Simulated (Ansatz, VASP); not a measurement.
# SiTe2: VASP beside Ansatz, part 2 of 2

Aim: how closely do two programs agree when they are given the same cell, functional and k mesh? The cell is taken from a series of runs on this material, whose earlier steps may have relaxed, scaled, displaced or heated it; both programs get it as it stands.

VASP 6.6.1 and Ansatz 0.2.0.

So far: The structure; VASP: zone-centre phonons, PBEsol.

### Step 3. Ansatz: zone-centre phonons, PBEsol

Level of this step: Ansatz beside VASP: Kohn-Sham DFT, plane waves, PBEsol (Ansatz).

Ansatz runs on its PAW soft_1 files.

The same cell, functional, mesh and smearing now go to Ansatz, which takes its cutoff from its data sets.

File input.yaml:

```yaml
crystal:
  lattice:
    - [3.7396058904, 0.0, 0.0]
    - [-1.8698029452, 3.3681374493, 0.0]
    - [0.0, 0.0, 30.424]
  atoms:
    - { symbol: Si, position: [0.0, 0.0, 0.328687878] }
    - { symbol: Te, position: [0.3310789006, 0.6621578012, 0.3812006782] }
    - { symbol: Te, position: [0.6689210994, 0.3378421988, 0.2761750778] }
  periodic: [true, true, false]
kpoints:
  mp_grid: { grid: [15, 15, 1] }
hamiltonian:
  xc: pbesol
  pseudopotentials: { kind: paw, azcp: { folder: soft_1 }, xc_functional: pbe }
scf:
  occupations: { method: methfessel_paxton, width: 0.2 }
output:
  eigenvalues: true
phonons:
  method: dfpt
```

Launch:

```sh
$ ansatz run input.yaml --threads 8 --pin off --max-ram 16384MiB --backend cpu --events-out ev --progress --plain --runs-dir out
```

Numbers of over 12 decimals in the logs are rounded to 6 here.

The log of the run:

```text
Warning: crystal.symmetry: narrowed to the stabiliser of the run's FFT grids — unitary ops 4 → 2. A phonons.method: dfpt run fills in the rows of the dynamical matrix that it does not solve by its symmetry operations, which is exact only for operations that map its FFT grids onto themselves: filled in by any other, the frequencies could depend on the order in which like atoms are typed, or, by more than the grids' own error, on where the crystal sits among the grids' points. Excluded: 2 operations. The run can therefore solve more perturbations, solve them on more k-points, or both, and cost more. [rest of the remark cut]
Engine: ansatz 0.2.0, aarch64-unknown-linux-gnu
Pseudopotentials: kind: paw
Pseudopotential: Si, paw, valence charge 4, recommended cutoff 420 eV (normal), soft_1/Si.paw.azcp
Pseudopotential: Te, paw, valence charge 16, recommended cutoff 420 eV (normal), soft_1/Te.paw.azcp
Functional definition: PBEsol
  exchange = pbesol_x
  correlation = pbesol_c
Crystal: 3 atoms, lattice volume = 383.206 Å³
Basis set: ecut = 420 eV, 7537 PW (Γ), exchange–correlation on 54×54×432 points (8 copies of the dense FFT grid, shifted against one another)
Bands: 22, of which v1, the nominal top of the filled ones, is band 18 counted from 1 (17 counted from 0)
Symmetry: 4 space group operations
k-points: 64 of 225 (irreducible under 2 space group operations, time reversal used)
Non-local potential: Si, projectors of the file, l = 0: 2, l = 1: 2, l = 2: 1
Non-local potential: Te, projectors of the file, l = 0: 2, l = 1: 2, l = 2: 2, l = 3: 1
PAW form: soft (Blöchl's): semilocal exchange-correlation on the pseudo side does not see the compensation charge
PAW frozen core: Si, regenerated for the run's functional, and the local potential with it (the file was generated under x = pbe(κ = 0.804, μ = 0.219515), c = pbe(β = 0.066725))
PAW frozen core: Te, regenerated for the run's functional, and the local potential with it (the file was generated under x = pbe(κ = 0.804, μ = 0.219515), c = pbe(β = 0.066725))
PAW one-centre angular grid: Si, 110 points (default); XC on 64 Gauss nodes
PAW one-centre angular grid: Te, 590 points (default); XC on 64 Gauss nodes
Initial density: superposition of atomic densities (neutral atoms: chi_scale 0, normalization atom)
Initial wavefunctions: pseudopotential atomic-orbital guess
Functional: x = pbesol(κ = 0.804, μ = 0.123457), c = pbesol(β = 0.046)
iter 1 solved again at ethr=1.33e-3 eV; its pass at ethr=3.10e-3 eV (dr2=4.80e-1 eV) is discarded
SCF iter   1: F=—  HF=-14424.639197 eV  |F-HF|=—  |Δ(HF+E_count)|=         —  Δρ=9.54e-3  dr2=4.92e-1  ethr=1.33e-3  ⟨swp⟩=1.6  Hψ=13966  notcnv=0
preconditioner: auto → LDOS  [metal: Δε(μ)=0.035 eV  Ē_g=8.446 eV  σ=0.200 eV  W_gap=0.15  n_scr=16 (ndim 8)  ℏωp=7.6 eV  f_vac=0.748  D(μ)=1.41/eV (n_scr^D=6)  β→1.0]
SCF iter   2: F=—  HF=-14424.568638 eV  |F-HF|=—  |Δ(HF+E_count)|=   7.06e-2  S|Δr|=    0.00e0  Δρ=3.31e-3  dr2=1.61e-1  ethr=1.33e-3  ⟨swp⟩=4.5  Hψ=3502  notcnv=0
SCF iter   3: F=—  HF=-14424.543125 eV  |F-HF|=—  |Δ(HF+E_count)|=   2.55e-2  S|Δr|=    0.00e0  Δρ=1.63e-3  dr2=2.62e-2  ethr=4.47e-4  ⟨swp⟩=3.7  Hψ=3922  notcnv=0
SCF iter   4: F=—  HF=-14424.537499 eV  |F-HF|=—  |Δ(HF+E_count)|=   5.63e-3  S|Δr|=    0.00e0  Δρ=2.95e-4  dr2=1.12e-3  ethr=7.26e-5  ⟨swp⟩=3.5  Hψ=3129  notcnv=0
SCF iter   5: F=—  HF=-14424.537302 eV  |F-HF|=—  |Δ(HF+E_count)|=   1.97e-4  S|Δr|=    0.00e0  Δρ=7.78e-5  dr2=4.57e-5  ethr=3.11e-6  ⟨swp⟩=3.8  Hψ=2937  notcnv=0
SCF iter   6: F=—  HF=-14424.537294 eV  |F-HF|=—  |Δ(HF+E_count)|=   7.66e-6  S|Δr|=    0.00e0  Δρ=1.28e-5  dr2=4.66e-7  ethr=1.27e-7  ⟨swp⟩=3.2  Hψ=2957  notcnv=0
SCF iter   7: F=—  HF=-14424.537339 eV  |F-HF|=—  |Δ(HF+E_count)|=   4.49e-5  S|Δr|=    0.00e0  Δρ=2.57e-6  dr2=3.27e-8  ethr=1.30e-9  ⟨swp⟩=4.0  Hψ=3446  notcnv=0
SCF iter   8: F=—  HF=-14424.537339 eV  |F-HF|=—  |Δ(HF+E_count)|=   5.17e-8  S|Δr|=    0.00e0  Δρ=9.17e-7  dr2=3.18e-9  ethr=9.09e-11  ⟨swp⟩=2.8  Hψ=2865  notcnv=0
SCF iter   9: F=—  HF=-14424.537339 eV  |F-HF|=—  |Δ(HF+E_count)|=   4.19e-9  S|Δr|=    0.00e0  Δρ=2.28e-7  dr2=1.15e-10  ethr=8.83e-12  ⟨swp⟩=3.1  Hψ=3142  notcnv=0
SCF iter  10: F=—  HF=-14424.537339 eV  |F-HF|=—  |Δ(HF+E_count)|=   3.21e-9  S|Δr|=    0.00e0  Δρ=5.33e-8  dr2=1.22e-11  ethr=1.00e-12  ⟨swp⟩=17.1  Hψ=12393  notcnv=0
SCF iter  11: F=-14424.537339 eV  HF=-14424.537339 eV  |F-HF|=5.64e-11  |Δ(HF+E_count)|=  1.11e-10  S|Δr|=    0.00e0  Δρ=1.47e-8  dr2=8.73e-13  ethr=1.00e-12  ⟨swp⟩=8.6  Hψ=7737  notcnv=0
SCF 1 converged in 11 iterations: F = -14424.537339 eV  dr2 = 8.73e-13
  greatest PAW one-centre occupation: 0.998 electrons in one spin orbital (limit 2), on the Te atom at site 2 (counted from 0), in its partial waves of l = 2
DFPT response loops at Γ: preconditioner auto → none (partly filled bands, converged f_vac=0.752); β = 0.50; Broyden in place of MSR1
SCF converged after 11 iterations
Stability not checked: this state was not tested for a lower state beside it, because cold or Methfessel-Paxton smearing, or corrected tetrahedra, fill the levels in a way that the test cannot read (fill_not_monotonic; see scf.lower_state_search)
Free energy (F): -14424.537339 eV
Harris-Foulkes:  -14424.537339 eV  (|F-HF|=5.64e-11)
Internal energy: -14424.537909 eV  (E = F + TS)
E sigma→0 (E₀):  -14424.537482 eV
Entropy (-TS):   0.000570 eV (0.190 meV/atom)
Fermi energy:    -5.037404 eV
--- Per-component energies (eV) ---
  E_band       = -992.742962
  E_kinetic    = 385.884779
  E_local      = -57060.238990  (includes V_loc(G=0)·N_el)
  E_nonlocal   = 157.741141
  E_hartree    = 28284.324488
  E_xc         = -298.758907
  E_vxc        = -251.330520  (∫ρ·V_xc dr)
  E_paw        = -9684.231789  (= ΣΔE_a)
  E_vpaw       = -793.448496  (= ΣTr[D̂ρ^β])
  E_aug_tail   = 0.000211  (compensation charges beyond the density's cutoff)
  E_ewald      = 23789.959975
  E_core_change = 0.781183  (= ΣΔE_core)
  E_smearing   = 0.000570  (= −TS)
  E_closure    = 0.000000  (closes the sum)
  Σ components = -14424.537339   (vs F -14424.537339, Δ=0.00e0)
--- Band table (eV; the first three rows and the last of 64) ---
  k-point 0: bands = [... 14 lower, -5.7883, -5.4763, -5.2173, -4.9172, -3.7492, -2.2523, -1.6991, -1.6216]
  k-point 1: bands = [... 14 lower, -6.4385, -5.7220, -5.4000, -4.7783, -3.3517, -2.0439, -1.6876, -1.5560]
  k-point 2: bands = [... 14 lower, -6.6511, -6.1431, -6.0508, -4.6717, -3.0665, -1.9804, -1.3431, -1.0045]
  k-point 63: bands = [... 14 lower, -8.8425, -7.8734, -6.8975, -5.7711, -3.9144, -1.9464, -0.6731, -0.1614]
--- Phonons (Γ-DFPT): 9 representative perturbations + reference, on 64 of 225 k-points (Σ response iterations 33) ---
  ASR residual: 3.562e-5 → 0.000e0 eV/Å²; symmetrization residual: 1.088e-5 eV/Å²
  The last average, over the group as it would stand without the narrowing to the FFT grids, took up to 7.796e-7 eV/Å² of the zone centre's force constants
  ASR residual per site (eV/Å²): 3.56e-5 3.37e-5 3.32e-5
  Γ frequencies (cm⁻¹): 0.00 0.00 0.00 72.78 82.72 144.74 191.94 210.02 303.48
  non-analytic LO–TO correction: not included (Born effective charges unavailable; polar crystals: no LO–TO splitting at Γ)
```

### Step 4. Comparison

Known differences besides the potentials themselves: Ansatz cuts the interaction across the vacuum, VASP repeats the sheet without a dipole correction; the data sets hold 36 valence electrons in Ansatz (on its PAW soft_1 files) and 16 in VASP; the cutoff is 420 eV in Ansatz and 500 eV in VASP; Ansatz makes its cores anew for this functional, VASP keeps those of its PBE data sets. Total energies have different zeros and are not compared.

Compared:

| quantity | Ansatz | VASP | difference |
| --- | --- | --- | --- |
| optical mode 1 (cm⁻¹) | 72.8 | 75.0 | -2.92 % |
| optical mode 2 (cm⁻¹) | 82.7 | 83.6 | -1.10 % |
| optical mode 3 (cm⁻¹) | 144.7 | 145.4 | -0.46 % |
| optical mode 4 (cm⁻¹) | 191.9 | 195.3 | -1.73 % |
| optical mode 5 (cm⁻¹) | 210.0 | 213.1 | -1.46 % |
| optical mode 6 (cm⁻¹) | 303.5 | 305.7 | -0.71 % |

Modes are paired by rising frequency, not by their patterns, so a pair may set unlike modes beside each other; they are those without the splitting of longitudinal modes. Where the cell holds vacuum, a pressure given here is an average over it and none of the material.

### Step 5. What came out

| Item | Value |
| --- | --- |
| r.m.s. difference of the optical zone-centre modes, each program's sorted by frequency (zone-centre phonons, PBEsol) | 2.3 cm⁻¹ |
| difference in optical mode 1 (zone-centre phonons, PBEsol) | -2.9 % |

In words: The r.m.s. difference of the optical zone-centre modes, each program's sorted by frequency is 2.3 cm⁻¹ (zone-centre phonons, PBEsol). The data sets hold unlike numbers of valence electrons (36 in Ansatz and 16 in VASP), so part of the differences may come from the potentials. Among the rows given in per cent, the largest difference of the zone-centre phonons, PBEsol pair is in optical mode 1, -2.9 %. Such differences can come from data sets, numerical settings and the points named under the comparisons, not from the functional's error against experiment.

[Lines on the potential files, build, host, timing and source positions are cut from VASP's logs without a mark.]

[Logs are printed without paths, hosts, clocks, repeated set-up lines and the standing remarks that a program may print on its own settings, such as how far it seeks lower states.]

[Hosts, paths, dates, database ids (printed as entryN), source tags and the programs' standing remarks are cut or masked in the printed files.]
